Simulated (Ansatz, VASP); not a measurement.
# Cross-check of PtF2 between VASP and Ansatz, part 2 of 2

Wanted: the spread between two codes on one cell, functional and k mesh. The cell is generated by rule, not measured, and may not be a known phase. The cell is taken from a series of VASP runs on this material, whose earlier steps may have relaxed, scaled or displaced it; both programs get it as it stands. Valence electrons are named where the data sets of a main pair hold unlike numbers.

VASP 6.6.1 and Ansatz 0.2.0.

So far: The structure; Ansatz: band structure, HSE06.

## Step 3: VASP: band structure, HSE06

Level of this step: HSE06; plane waves and PAW (Pt, F); invented cell (VASP).

The same cell, functional, mesh and smearing now go to VASP, with its own data sets.

Lines of VASP's logs that name or quote its potential files are left out, and so is its time.

The run reads the wave functions of an earlier VASP run, which isn't shown here.

File INCAR:

```
SYSTEM = PtF2
PREC = Accurate
ENCUT = 520
EDIFF = 1E-06
NELM = 100
ISMEAR = 0
SIGMA = 0.02
LREAL = .FALSE.
ALGO = Normal
LHFCALC = .TRUE.
AEXX = 0.25
GGA = PE
HFSCREEN = 0.2
LASPH = .TRUE.
NBANDS = 18
PRECFOCK = Fast
LORBIT = 11
LWAVE = .FALSE.
LCHARG = .FALSE.
KPAR = 4
ISIF = 2
```

File POSCAR:

```
PtF2
1.0
    2.9415618190      0.0000000000      0.0000000000
   -1.4707809090      2.5474672620      0.0000000000
    0.0000000000      0.0000000000      5.3017800000
Pt F
1 2
Direct
    0.0000000000      0.0000000000      0.0000000000
    0.3333333330      0.6666666670      0.2753036815
    0.6666666670      0.3333333330      0.7246963185
```

File KPOINTS:

```
Automatic mesh
0
Gamma
6 6 4
0 0 0
```

File KPOINTS_OPT:

```
Line mode
8
Line-mode
Reciprocal
  0.00000000   0.00000000   0.00000000 GAMMA
  0.50000000   0.00000000   0.00000000 M

  0.50000000   0.00000000   0.00000000 M
  0.33333333   0.33333333   0.00000000 K

  0.33333333   0.33333333   0.00000000 K
  0.00000000   0.00000000   0.00000000 GAMMA

  0.00000000   0.00000000   0.00000000 GAMMA
  0.00000000   0.00000000   0.50000000 A

  0.00000000   0.00000000   0.50000000 A
  0.50000000   0.00000000   0.50000000 L

  0.50000000   0.00000000   0.50000000 L
  0.33333333   0.33333333   0.50000000 H

  0.33333333   0.33333333   0.50000000 H
  0.00000000   0.00000000   0.50000000 A

  0.50000000   0.00000000   0.50000000 L
  0.50000000   0.00000000   0.00000000 M

  0.33333333   0.33333333   0.00000000 K
  0.33333333   0.33333333   0.50000000 H
```

Potentials, in the order of the species: Pt and F (PBE family, release 64).

Started as:

```bash
$ mpirun -np 4 vasp_std
```

Numbers of over 12 decimals in the logs are rounded to 6 here.

Log:

```text
[banner, memory and clock lines left out]
running    4 mpi-ranks, on    1 nodes
 distrk:  each k-point on    1 cores,    4 groups
 distr:  one band on    1 cores,    1 groups

 POSCAR found type information on POSCAR PtF
 POSCAR found :  2 types and       3 ions
 LDA part: xc-table for (Slater+PW92), standard interpolation
 found WAVECAR, reading the header
 POSCAR, INCAR and KPOINTS ok, starting setup
 FFT: planning ... GRIDC
 FFT: planning ... GRID_SOFT
 FFT: planning ... GRID
 reading WAVECAR
 the WAVECAR file was read successfully
 initial charge from wavefunction
 entering main loop
       N       E                     dE             d eps       ncg     rms          rms(c)
DAV:   1    -0.134581189095E+02   -0.13458E+02   -0.55468E-01   882   0.704E+00    0.106E+00
DAV:   2    -0.134581127698E+02    0.61398E-05   -0.86040E-02   916   0.312E+00    0.101E+00
DAV:   3    -0.134648097149E+02   -0.66969E-02   -0.13023E-02   952   0.936E-01    0.681E-01
DAV:   4    -0.134640537042E+02    0.75601E-03   -0.34067E-03   922   0.698E-01    0.302E-01
DAV:   5    -0.134637779219E+02    0.27578E-03   -0.55793E-04   924   0.219E-01    0.165E-01
DAV:   6    -0.134636469920E+02    0.13093E-03   -0.12275E-04   970   0.143E-01    0.101E-01
DAV:   7    -0.134636229287E+02    0.24063E-04   -0.42836E-05   952   0.628E-02    0.582E-02
DAV:   8    -0.134636139509E+02    0.89777E-05   -0.89787E-06   938   0.336E-02    0.317E-02
DAV:   9    -0.134636116775E+02    0.22734E-05   -0.15266E-06   530   0.150E-02    0.186E-02
DAV:  10    -0.134636111362E+02    0.54129E-06   -0.73668E-07   478   0.101E-02
   1 F= -.13463611E+02 E0= -.13463186E+02  d E =-.851112E-03
 Start KPOINTS_OPT (optional k-point list driver)
k-point batch [1-24\72]
       N       E                     dE             ncg
DAV:   1     0.136057271008E+04   -0.15934E+05      872
DAV:   2    -0.291802826207E+04   -0.42786E+04      948
DAV:   3    -0.313910575145E+04   -0.22108E+03      952
DAV:   4    -0.314237824444E+04   -0.32725E+01     1036
DAV:   5    -0.314240130803E+04   -0.23064E-01     1034
DAV:   6    -0.314240150984E+04   -0.20181E-03     1038
DAV:   7    -0.314240151275E+04   -0.29055E-05      838
DAV:   8    -0.314240151292E+04   -0.17614E-06      708
[...]
k-point batch [49-72\72]
       N       E                     dE             ncg
DAV:   1     0.128079697839E+04   -0.21348E+05      880
DAV:   2    -0.291415225985E+04   -0.41949E+04      950
DAV:   3    -0.312910581333E+04   -0.21495E+03     1002
DAV:   4    -0.313214891440E+04   -0.30431E+01     1018
DAV:   5    -0.313216852883E+04   -0.19614E-01     1072
DAV:   6    -0.313216870713E+04   -0.17829E-03     1072
DAV:   7    -0.313216870953E+04   -0.23997E-05      858
DAV:   8    -0.313216870970E+04   -0.17429E-06      686
```

Parts of OUTCAR (step 3):

```text
ion  position               nearest neighbor table
   1  0.000  0.000  0.000-   2 2.24   3 2.24   2 2.24   3 2.24   3 2.24   2 2.24
   2  0.333  0.667  0.275-   1 2.24   1 2.24   1 2.24
   3  0.667  0.333  0.725-   1 2.24   1 2.24   1 2.24

  LATTYP: Found a hexagonal cell.
 ALAT       =     2.9415618190
 C/A-ratio  =     1.8023690564

 Subroutine GETGRP returns: Found 12 space group operations
 (whereof 12 operations were pure point group operations)

The static configuration has the point symmetry D_3d.

 Found     24 irreducible k-points:

   k-points           NKPTS =     24   k-points in BZ     NKDIM =    144   number of bands    NBANDS=     18

   dimension x,y,z NGX =    24 NGY =   24 NGZ =   40
   dimension x,y,z NGXF=    48 NGYF=   48 NGZF=   80

   ENCUT  =  520.0 eV  38.22 Ry    6.18 a.u.   5.47  5.47  9.86*2*pi/ulx,y,z

   NELECT =      24.0000    total number of electrons

 k-points in reciprocal lattice and weights: Automatic mesh
   0.00000000  0.00000000  0.00000000       0.007
   0.16666667  0.00000000  0.00000000       0.042
   0.33333333  0.00000000  0.00000000       0.042
   0.50000000  0.00000000  0.00000000       0.021
   0.16666667  0.16666667  0.00000000       0.042
   0.33333333  0.16666667  0.00000000       0.083
   0.33333333  0.33333333  0.00000000       0.014
   0.00000000  0.00000000  0.25000000       0.014
   0.16666667  0.00000000  0.25000000       0.042
[...]
0.33333333  0.16666667  0.50000000       0.083
   0.33333333  0.33333333  0.50000000       0.014

  exchange ACFDT corr.  =         0.00000000  see jH, gK, PRB 81, 115126

 average (electrostatic) potential at core
       1 -65.4898       2 -69.3496       3 -69.3496

 E-fermi :   3.1386

 k-point     1 :       0.0000    0.0000    0.0000
  band No.  band energies     occupation
    ...
      9      -0.8685      2.00000
     10      -0.3457      2.00000
     11      -0.3457      2.00000
     12       2.3248      2.00000
     13       2.3248      2.00000
     14       4.1888      0.00000
     15      11.6350      0.00000
     16      15.0205      0.00000
     17      22.0184      0.00000
     18      23.5506      0.00000

 k-point     2 :       0.1667    0.0000    0.0000
  band No.  band energies     occupation
    ...
      9      -0.8656      2.00000
     10      -0.1960      2.00000
     11       0.0757      2.00000
     12       2.4940      2.00000
     13       2.5759      2.00000
     14       5.1671      0.00000
     15      12.9974      0.00000
     16      15.1950      0.00000
     17      20.2273      0.00000
     18      22.5349      0.00000

 k-point     3 :       0.3333    0.0000    0.0000
  band No.  band energies     occupation
    ...
      9      -1.3497      2.00000
     10       0.8657      2.00000
     11       0.9829      2.00000
     12       3.0210      2.00000
     13       3.1429      0.75825
     14       7.0418      0.00000
     15      14.8904      0.00000
     16      15.6619      0.00000
     17      16.3427      0.00000
     18      20.6682      0.00000

  Total        2.1747077      2.1747077     -0.6376206      0.0000000      0.0000000      0.0000000
  in kB       87.7007255     87.7007255    -25.7137034      0.0000000      0.0000000      0.0000000
  external PRESSURE =      49.8959159 kB  Pullay stress =       0.0000000 kB

  energy-cutoff  :      520.00
  volume of cell :       39.73
      direct lattice vectors                 reciprocal lattice vectors
     2.941561819  0.000000000  0.000000000     0.339955460  0.196273376  0.000000000
    -1.470780909  2.547467262  0.000000000     0.000000000  0.392546752  0.000000000
     0.000000000  0.000000000  5.301780000     0.000000000  0.000000000  0.188615899

 POSITION                                       TOTAL-FORCE (eV/Angst)
 -----------------------------------------------------------------------------------
      0.00000      0.00000      0.00000         0.000000      0.000000      0.000000
     -0.00000      1.69831      1.45960        -0.000000     -0.000000     -0.391972
      1.47078      0.84916      3.84218         0.000000      0.000000      0.391972
 -----------------------------------------------------------------------------------
    total drift:                                0.000000     -0.000000     -0.000004

  FREE ENERGIE OF THE ION-ELECTRON SYSTEM (eV)
  ---------------------------------------------------
  free  energy   TOTEN  =       -13.4636111362 eV

  energy  without entropy=      -13.4627600243  energy(sigma->0) =      -13.46318558

 total charge
# of ion       s       p       d       tot
------------------------------------------
    1        0.392   0.363   8.061   8.817
    2        1.758   4.273   0.000   6.031
    3        1.758   4.273   0.000   6.031
--------------------------------------------------
tot          3.907   8.910   8.061  20.878

[... 3 further parts left out ...]
```

The k-mesh is coarse for a metal. The PAW data sets were made with PBE, which is usual practice but a small mismatch for other functionals.

## Step 4: Comparison

Known differences besides the potentials themselves: exact exchange at q = 0 is treated differently, which shows on coarse meshes; VASP keeps PBE cores, Ansatz makes them for the functional; the data sets hold 32 valence electrons in Ansatz (on its default PAW (the set named soft_2) files) and 24 in VASP; the cutoff is 420 eV in Ansatz and 520 eV in VASP; VASP takes a coarser grid for exact exchange (PRECFOCK = Fast). Total energies have different zeros and are not compared.

Both answers:

```
                                        quantity  Ansatz  VASP  difference
                                  pressure (GPa)    4.72  4.99       -0.26
pressure without Ansatz's Pulay correction (GPa)    4.41  4.99       -0.58
```

Forces (eV/Å; atoms numbered as in POSCAR):

```
atom        Ansatz x, y, z          VASP x, y, z
 Pt1   0.000, 0.000, 0.000   0.000, 0.000, 0.000
  F2  0.000, 0.000, -0.431  0.000, 0.000, -0.392
  F3   0.000, 0.000, 0.431   0.000, 0.000, 0.392
```

The forces differ by 18 meV/Å r.m.s., which is 9.9 % of the r.m.s. force of 0.185 eV/Å (both taken over all components). Levels from 3 eV below to 2 eV above the Fermi level differ by 5 meV r.m.s. and 15 meV at most; each VASP level is matched to the nearest of Ansatz, which flatters the figure a little. Ansatz's pressure holds a Pulay correction of 0.32 GPa; VASP's holds none.

## Step 5: Other set-ups

Further runs change the set-up of one program: Ansatz's method, potentials or start, or VASP's data sets, cutoff or form of LDA. The table gives Ansatz less VASP for each quantity, since a change that brings one quantity closer may part another.

```
                 run  r.m.s. force difference (meV/Å)  pressure (GPa)  pressure without Ansatz's Pulay correction (GPa)
            as above                               18           -0.26                                             -0.58
cores kept as stored                               23           -0.37                                             -0.67
```

## Step 6: Summary of results

* r.m.s. force difference (band structure, HSE06): 18 meV/Å

In words: The r.m.s. force difference is 18 meV/Å (band structure, HSE06), beyond the 12 meV/Å picked in this series as the mark of a large difference. The data sets hold unlike numbers of valence electrons (32 in Ansatz and 24 in VASP), so part of the differences comes from the potentials. Band structure, HSE06, cores kept as stored: r.m.s. force difference goes from 18 to 23 meV/Å; the difference in pressure goes from -0.26 to -0.37 GPa. 2 further runs of this series are not shown here. How closely two codes agree says nothing of how well the functional describes the real material.

[Lines on the potential files, build, host, timing and source positions are cut from VASP's logs without a mark.]

[Logs are printed without paths, hosts, clocks, repeated set-up lines and the standing remarks that a program may print on its own settings, such as how far it seeks lower states.]

[Hosts, paths, dates, database ids (printed as entryN), source tags and the programs' standing remarks are cut or masked in the printed files.]
